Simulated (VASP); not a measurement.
```
CELL_PARAMETERS angstrom
      0.00000     2.18000     2.18000
      2.18000     0.00000     2.18000
      2.18000     2.18000     0.00000
ATOMIC_POSITIONS crystal
  Si 0.00000 0.00000 0.00000
  C  0.25000 0.25000 0.25000
```

All values below come from eigenvalue-self-consistent GW0 on PBE orbitals, VASP's PBE PAW potentials (set 64) (plane waves; VASP). Numerical set-up: PREC = Normal, 500 eV cut-off, 4×4×4 Γ-centred mesh, Gaussian smearing of 0.010 eV, potentials Si_GW C_GW_new.

The mesh is coarse and the basis finite, so the quasiparticle values are not converged.

NBANDS = 160, ENCUTGW = 200 eV, NOMEGA = 64, 4 updates of the levels in G. The PBE levels (eV) are:

```
state                           KS energy  filling
------------------------------  ---------  -------
k1 (0.00, 0.00, 0.00), band 1       -6.81        2
k1 (0.00, 0.00, 0.00), band 2        8.61        2
k1 (0.00, 0.00, 0.00), band 3        8.61        2
k1 (0.00, 0.00, 0.00), band 4        8.61        2
k1 (0.00, 0.00, 0.00), band 5       14.82        0
k1 (0.00, 0.00, 0.00), band 6       15.85        0
k1 (0.00, 0.00, 0.00), band 7       15.85        0
k1 (0.00, 0.00, 0.00), band 8       15.85        0
k6 (-0.25, 0.25, 0.00), band 1      -3.78        2
k6 (-0.25, 0.25, 0.00), band 2       2.65        2
k6 (-0.25, 0.25, 0.00), band 3       4.25        2
k6 (-0.25, 0.25, 0.00), band 4       7.42        2
k6 (-0.25, 0.25, 0.00), band 5      14.09        0
k6 (-0.25, 0.25, 0.00), band 6      17.34        0
k6 (-0.25, 0.25, 0.00), band 7      17.59        0
k6 (-0.25, 0.25, 0.00), band 8      18.45        0
```

Problem. Give the quasiparticle energies and renormalisation factors Z.

Solution. 
| state | QP energy (eV) | Z |
|---|---|---|
| k1 (0.00, 0.00, 0.00), band 1 | -8.31 | 0.72 |
| k1 (0.00, 0.00, 0.00), band 2 | 7.71 | 0.79 |
| k1 (0.00, 0.00, 0.00), band 3 | 7.71 | 0.79 |
| k1 (0.00, 0.00, 0.00), band 4 | 7.71 | 0.79 |
| k1 (0.00, 0.00, 0.00), band 5 | 15.22 | 0.78 |
| k1 (0.00, 0.00, 0.00), band 6 | 16.36 | 0.79 |
| k1 (0.00, 0.00, 0.00), band 7 | 16.36 | 0.79 |
| k1 (0.00, 0.00, 0.00), band 8 | 16.36 | 0.79 |
| k6 (-0.25, 0.25, 0.00), band 1 | -5.17 | 0.74 |
| k6 (-0.25, 0.25, 0.00), band 2 | 1.42 | 0.75 |
| k6 (-0.25, 0.25, 0.00), band 3 | 3.09 | 0.76 |
| k6 (-0.25, 0.25, 0.00), band 4 | 6.43 | 0.78 |
| k6 (-0.25, 0.25, 0.00), band 5 | 14.45 | 0.80 |
| k6 (-0.25, 0.25, 0.00), band 6 | 17.80 | 0.78 |
| k6 (-0.25, 0.25, 0.00), band 7 | 18.12 | 0.78 |
| k6 (-0.25, 0.25, 0.00), band 8 | 19.10 | 0.77 |
On the mesh the gap opens from 1.31 to 2.33 eV.

The compound is SiC in the zinc blende structure. The cell was not relaxed at this level. The k-mesh is coarse (spacing up to 0.62 per Å, 2π included), so the numbers may not be converged in it.
